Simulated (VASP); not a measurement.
Given:

```
CELL_PARAMETERS angstrom
      0.00000     2.04500     2.04500
      2.04500     0.00000     2.04500
      2.04500     2.04500     0.00000
ATOMIC_POSITIONS crystal
  Ag 0.00000 0.00000 0.00000
```

All values below come from PBE GGA, VASP's PBE PAW potentials (set 64) (plane waves; VASP). Settings: 800 eV cut-off, 14×14×14 Γ-centred mesh, first-order Methfessel-Paxton smearing of 0.10 eV, potentials Ag.

### Question
Give the stress tensor in GPa (positive for a compressed cell).

### Answer

```
4.12  0.00  0.00
0.00  4.12  0.00
0.00  0.00  4.12
```
The pressure is its mean diagonal, 4.12 GPa.

The compound is Ag in the fcc structure. The cell was not relaxed at this level. The run is one of a series of settings (ENCUT = 800 against the base run), some of them coarse on purpose.
